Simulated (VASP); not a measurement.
Consider the following.

```
InSe
1.0
    2.00365     1.15681     8.44863
   -2.00365     1.15681     8.44863
    0.00000    -2.31362     8.44863
In Se
2 2
Cartesian
  0.00000   0.00000   2.80898
  0.00000   0.00000   0.03458
  0.00000   0.00000  15.65151
  0.00000   0.00000  20.98621
```

Computed with PBEsol GGA, VASP's PBE PAW potentials (set 64) (plane waves; VASP 6.6.1). Run with 400 eV cut-off, 7×7×7 Γ-centred mesh, tetrahedra with Blöchl corrections, potentials In_d Se.

Without a dispersion term in the relaxation, distances and binding between the weakly bound layers, chains or molecules are unreliable, and so is what depends on them.

Predict the energy per atom (σ→0).

- energy per atom (σ→0) = -3.899 eV/atom

Only differences to runs with the same potentials and settings are physical.

The structure comes from a computed database's InSe entry (R3m); how it stands against other phases isn't given here. It was relaxed first.
